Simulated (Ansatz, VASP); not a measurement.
## Nb2CSO (Nb2COS MXene bilayer, AA) in two plane-wave programs

Wanted: the spread between two codes on one cell, functional and k mesh. The structure shown is the start of the Ansatz relaxation below; VASP solves that cell, so the two are compared at the walk's first step.

Main program and level: Ansatz 0.2.0; plane waves, with VASP 6.6.1 beside it; single point at LDA.

## 1. The structure

The cell holds 10 atoms: 2 S, 4 Nb, 2 C and 2 O. Its edges and angles: a = 3.151 Å, b = 3.151 Å, c = 58.367 Å, α = 90.0°, β = 90.0°, γ = 120.0°. Vacuum lies along c.

## 2. Ansatz: relaxation, LDA

Ansatz runs on its PAW soft_1 files.

The two programs are compared at the cell with which this relaxation starts, whose forces are those of its first step.

Contents of input.yaml:

```yaml
crystal:
  lattice:
    - [3.150576, 0.0, 0.0]
    - [-1.575288, 2.7284788526, 0.0]
    - [0.0, 0.0, 58.3673905145]
  atoms:
    - { symbol: S, position: [0.3333333333, 0.6666666667, 0.3829192945] }
    - { symbol: Nb, position: [0.6666666667, 0.3333333333, 0.4129480923] }
    - { symbol: C, position: [0.0, 0.0, 0.434246515] }
    - { symbol: Nb, position: [0.3333333333, 0.6666666667, 0.4555449376] }
    - { symbol: O, position: [0.6666666667, 0.3333333333, 0.4747290398] }
    - { symbol: S, position: [0.3333333333, 0.6666666667, 0.5252709602] }
    - { symbol: Nb, position: [0.6666666667, 0.3333333333, 0.5552997579] }
    - { symbol: C, position: [0.0, 0.0, 0.5765981806] }
    - { symbol: Nb, position: [0.3333333333, 0.6666666667, 0.5978966032] }
    - { symbol: O, position: [0.6666666667, 0.3333333333, 0.6170807055] }
  periodic: [true, true, false]
kpoints:
  mp_grid: { grid: [12, 12, 1] }
hamiltonian:
  xc: lda
  pseudopotentials: { kind: paw, azcp: { folder: soft_1 }, xc_functional: pbe }
scf:
  occupations: { method: fermi_dirac, width: 0.05 }
  convergence: { dr2_threshold: 1.0e-09 }
relax:
  f_tol: 0.004
  max_steps: 90
  cell: {}
output:
  write_potential: true
  write_density: true
  volumetric_format: npy
```

Run with:

```
$ ansatz run input.yaml --threads 4 --pin off --max-ram 6144MiB --backend cpu --events-out ev --progress --plain --runs-dir out
```

Numbers of over 12 decimals in the logs are rounded to 6 here.

The log of the run:

```text
Warning: relax.cell: scf.convergence.dr2_threshold = 1e-9 eV is looser than the 1.785250841e-10 eV advised for a relaxation that steers and ends on the stress (1e-10 eV for each atom of the cell: 10, times the square of relax.cell.stress_2d_tol = 0.05 N/m over 23.7 Å (the atoms' height at the walk's start and 5 Å past either face), 2.113e-2 GPa, over a crystal's default 0.05). What an SCF threshold leaves in a stress goes as its square root, and in the free energy as the threshold itself, and one threshold admits the most on a small cell: [figures from the program's tests cut] Set scf.convergence.dr2_threshold to 1.785250841e-10 eV or tighter. [rest of the remark cut]
Engine: ansatz 0.2.0, aarch64-unknown-linux-gnu
Pseudopotentials: kind: paw
Pseudopotential: S, paw, valence charge 6, recommended cutoff 420 eV (normal), soft_1/S.paw.azcp
Pseudopotential: Nb, paw, valence charge 13, recommended cutoff 420 eV (normal), soft_1/Nb.paw.azcp
Pseudopotential: C, paw, valence charge 4, recommended cutoff 420 eV (normal), soft_1/C.paw.azcp
Pseudopotential: O, paw, valence charge 6, recommended cutoff 420 eV (normal), soft_1/O.paw.azcp
Functional definition: SPW92
  exchange = slater_x
  correlation = pw_c
Crystal: 10 atoms, lattice volume = 501.742 Å³
Basis set: ecut = 420 eV, 9699 PW (Γ)
Bands: 52, of which v1, the nominal top of the filled ones, is band 42 counted from 1 (41 counted from 0)
Symmetry: 6 space group operations
Space group: P3m1 (ITA 156), of the structure as read, at distance tolerance 7.9e-5 Å
k-points: 19 of 144 (time reversal used)
Non-local potential: S, projectors of the file, l = 0: 2, l = 1: 2, l = 2: 1
Non-local potential: Nb, projectors of the file, l = 0: 3, l = 1: 2, l = 2: 2, l = 3: 1
Non-local potential: C, projectors of the file, l = 0: 2, l = 1: 2, l = 2: 1
Non-local potential: O, projectors of the file, l = 0: 2, l = 1: 2, l = 2: 1
PAW form: soft (Blöchl's): semilocal exchange-correlation on the pseudo side does not see the compensation charge
PAW frozen core: S, regenerated for the run's functional, and the local potential with it (the file was generated under x = pbe(κ = 0.804, μ = 0.219515), c = pbe(β = 0.066725))
PAW frozen core: Nb, regenerated for the run's functional, and the local potential with it (the file was generated under x = pbe(κ = 0.804, μ = 0.219515), c = pbe(β = 0.066725))
PAW frozen core: C, regenerated for the run's functional, and the local potential with it (the file was generated under x = pbe(κ = 0.804, μ = 0.219515), c = pbe(β = 0.066725))
PAW frozen core: O, regenerated for the run's functional, and the local potential with it (the file was generated under x = pbe(κ = 0.804, μ = 0.219515), c = pbe(β = 0.066725))
PAW one-centre angular grid: S, 110 points (default); XC on 64 Gauss nodes
PAW one-centre angular grid: Nb, 590 points (default); XC on 64 Gauss nodes
PAW one-centre angular grid: C, 110 points (default); XC on 64 Gauss nodes
PAW one-centre angular grid: O, 110 points (default); XC on 64 Gauss nodes
Initial density: superposition of atomic densities (neutral atoms: chi_scale 0, normalization atom)
Initial wavefunctions: pseudopotential atomic-orbital guess
Functional: x = slater, c = lda
SCF iter   1: F=—  HF=-21128.659053 eV  |F-HF|=—  |Δ(HF+E_count)|=         —  Δρ=8.91e-2  dr2=5.57e1  ethr=3.10e-3  ⟨swp⟩=12.8  Hψ=6853  notcnv=0  defer=5
preconditioner: auto → LDOS  [metal: Δε(μ)=0.016 eV  Ē_g=9.956 eV  σ=0.050 eV  W_gap=0.08  n_scr=36 (ndim 8)  ℏωp=12.0 eV  f_vac=0.707  D(μ)=2.42/eV (n_scr^D=16)  β→1.0]
SCF iter   2: F=—  HF=-21132.372715 eV  |F-HF|=—  |Δ(HF+E_count)|=    3.71e0  Δρ=1.33e-1  dr2=1.12e2  ethr=3.10e-3  ⟨swp⟩=8.3  Hψ=3834  notcnv=0  defer=52
SCF iter   3: F=—  HF=-21114.444277 eV  |F-HF|=—  |Δ(HF+E_count)|=    1.79e1  Δρ=2.51e-2  dr2=2.44e0  ethr=3.10e-3  ⟨swp⟩=7.3  Hψ=3462  notcnv=0  defer=40
SCF iter   4: F=—  HF=-21113.882256 eV  |F-HF|=—  |Δ(HF+E_count)|=   5.62e-1  Δρ=5.01e-3  dr2=1.56e-1  ethr=2.91e-3  ⟨swp⟩=3.8  Hψ=2274  notcnv=0  defer=28
SCF iter   5: F=—  HF=-21113.863919 eV  |F-HF|=—  |Δ(HF+E_count)|=   1.83e-2  Δρ=1.69e-3  dr2=2.26e-2  ethr=1.86e-4  ⟨swp⟩=4.3  Hψ=2408  notcnv=0  defer=29
SCF iter   6: F=—  HF=-21113.863589 eV  |F-HF|=—  |Δ(HF+E_count)|=   3.30e-4  Δρ=9.64e-4  dr2=1.27e-2  ethr=2.69e-5  ⟨swp⟩=2.6  Hψ=1845  notcnv=0  defer=29
[...]
SCF iter   3: F=—  HF=-21114.204412 eV  |F-HF|=—  |Δ(HF+E_count)|=   2.42e-8  Δρ=1.34e-6  dr2=3.59e-9  ethr=4.83e-11  ⟨swp⟩=3.9  Hψ=2234  notcnv=0
SCF iter   4: F=—  HF=-21114.204412 eV  |F-HF|=—  |Δ(HF+E_count)|=  3.49e-10  Δρ=3.71e-7  dr2=1.30e-9  ethr=4.28e-12  ⟨swp⟩=3.5  Hψ=2292  notcnv=0
SCF iter   5: F=-21114.204412 eV  HF=-21114.204412 eV  |F-HF|=5.24e-10  |Δ(HF+E_count)|=  6.26e-10  Δρ=1.17e-7  dr2=1.13e-10  ethr=1.19e-12  ⟨swp⟩=18.6  Hψ=9454  notcnv=0
SCF 8 converged in 5 iterations: F = -21114.204412 eV  dr2 = 1.13e-10
relax step   8: F+E_penalty+E_count = -21114.20441185 eV  Δ(F+E_penalty+E_count) = +2.776e-4 eV  max|allowed force component| = 6.265e-4 eV/Å  Δτ_max = 0.0000 Å  P = -0.013 N/m  Ω = 501.042 Å³  fix = [c, alpha, beta]  reactions: c -0.000 N/m  stress off target by 1.30e-2 N/m on what of the cell is left free  SCF on the basis re-selected at this cell (its energy is not comparable with the rows above)  (5 SCF iters)
basis re-selected at this cell: Δ(F+E_penalty+E_count) = +2.776e-4 eV, ΔP = -0.012 N/m vs the last step (what re-selecting the basis moved, of the pressure what is left beyond the Pulay correction that the steps carried, after the strain that the cell walked since its last selection, with what the two solves' SCF thresholds leave and, on support functions, any second-order correction that the steps lacked; it is no m [...]
WARN: The output density's exchange-correlation potential varies sharply where the density is thin. Do not read a vacuum level from v_tot or v_xc, or from such a field of the output density. On a cell that repeats whose density bears no net charge and no dipole along the vacuum's axis use v_es (v_loc + v_h of the components); under efield.dipole_correction with no amplitude use v_es + v_field, which holds any externa [...]
SCF converged after 5 iterations
Free energy (F): -21114.204412 eV
Harris-Foulkes:  -21114.204412 eV  (|F-HF|=5.24e-10)
Internal energy: -21114.173935 eV  (E = F + TS)
E sigma→0 (E₀):  -21114.189173 eV
Entropy (-TS):   -0.030477 eV (-3.048 meV/atom)
Fermi energy:    -5.732347 eV
--- Per-component energies (eV) ---
  E_band       = -2024.047199
  E_kinetic    = 2223.863923
  E_local      = -724128.817055  (includes V_loc(G=0)·N_el)
  E_nonlocal   = 615.342919
  E_hartree    = 360571.011263
  E_xc         = -1075.790169
  E_vxc        = -1272.064142  (∫ρ·V_xc dr)
  E_paw        = -13532.858817  (= ΣΔE_a)
  E_vpaw       = -604.395468  (= ΣTr[D̂ρ^β])
  E_aug_tail   = 0.001762  (compensation charges beyond the density's cutoff)
  E_ewald      = 354210.743561
  E_core_change = 2.328678  (= ΣΔE_core)
  E_smearing   = -0.030477  (= −TS)
  E_closure    = 0.000000  (closes the sum)
  Σ components = -21114.204412   (vs F -21114.204412, Δ=0.00e0)
--- Forces (eV/Å), atoms counted from 1 ---
  atom   1  S      0.00000000     0.00000000     0.00014115
  atom   2  Nb     0.00000000    -0.00000000     0.00014167
  atom   3  C      0.00000000     0.00000000    -0.00002856
  atom   4  Nb     0.00000000    -0.00000000     0.00061374
  atom   5  O      0.00000000    -0.00000000     0.00010648
  atom   6  S      0.00000000     0.00000000     0.00057852
  atom   7  Nb     0.00000000    -0.00000000    -0.00055963
  atom   8  C      0.00000000     0.00000000    -0.00029994
  atom   9  Nb     0.00000000    -0.00000000    -0.00006485
  atom  10  O      0.00000000    -0.00000000     0.00004064
  max |Σ_I F_I| component: 6.69e-4 eV/Å
--- 2D stress c σ (N/m, compression-positive) ---
       -0.012988      -0.000000      -0.000000
       -0.000000      -0.012988      -0.000000
       -0.000000      -0.000000      -0.000000
  P = ½ c Tr σ = -0.0130 N/m
--- Band table (eV; the first three rows and the last of 19) ---
  k-point 0: bands = [... 38 lower, -6.5236, -6.5236, -6.1184, -6.1184, -6.1001, -6.1001, -5.9612, -5.7822, ... 6 higher]
  k-point 1: bands = [... 38 lower, -6.9697, -6.9441, -6.3128, -6.2664, -5.6885, -5.6465, -5.4353, -5.3054, ... 6 higher]
  k-point 2: bands = [... 38 lower, -7.3076, -7.2889, -6.8028, -6.6881, -5.3465, -5.3008, -4.9417, -4.7735, ... 6 higher]
  k-point 18: bands = [... 38 lower, -9.0633, -9.0106, -5.2556, -5.2148, -5.1242, -4.9052, -4.2890, -4.2593, ... 6 higher]
  the weakly bound empty levels are not read free of the cell's end (no_gap_told)
--- Relaxed structure (7 steps of the walk, 7 accepted, 1 SCFs on fresh bases) ---
  F+E_penalty+E_count = -21114.20441185 eV   max|allowed force component| = 6.265e-4 eV/Å   (the final SCF, on the basis selected at the relaxed cell)
  cell:  # Å, volume = 501.0421 Å³
    - [3.148376, 0, 0]
    - [-1.574188, 2.726574, 0]
    - [0, 0, 58.3673905145]
  atoms:
    - { symbol: S, position: [0.333333, 0.666667, 0.389320] }
    - { symbol: Nb, position: [0.666667, 0.333333, 0.417665] }
    - { symbol: C, position: [8.813263617623032e-18, 0, 0.438531] }
    - { symbol: Nb, position: [0.333333, 0.666667, 0.459516] }
    - { symbol: O, position: [0.666667, 0.333333, 0.476918] }
    - { symbol: S, position: [0.333333, 0.666667, 0.523050] }
    - { symbol: Nb, position: [0.666667, 0.333333, 0.551387] }
    - { symbol: C, position: [-8.931190776915298e-18, 0, 0.572256] }
    - { symbol: Nb, position: [0.333333, 0.666667, 0.593228] }
    - { symbol: O, position: [0.666667, 0.333333, 0.610663] }
```

Reading the cycles: dr2 is the Hartree energy of the density residual (eV), the measure of convergence; HF is the Harris–Foulkes estimate of the energy, which meets the free energy F at convergence.

(Continued in part 2 of 2.)

[Lines on the potential files, build, host, timing and source positions are cut from VASP's logs without a mark.]

[Logs are printed without paths, hosts, clocks, repeated set-up lines and the standing remarks that a program may print on its own settings, such as how far it seeks lower states.]

[Hosts, paths, dates, database ids (printed as entryN), source tags and the programs' standing remarks are cut or masked in the printed files.]
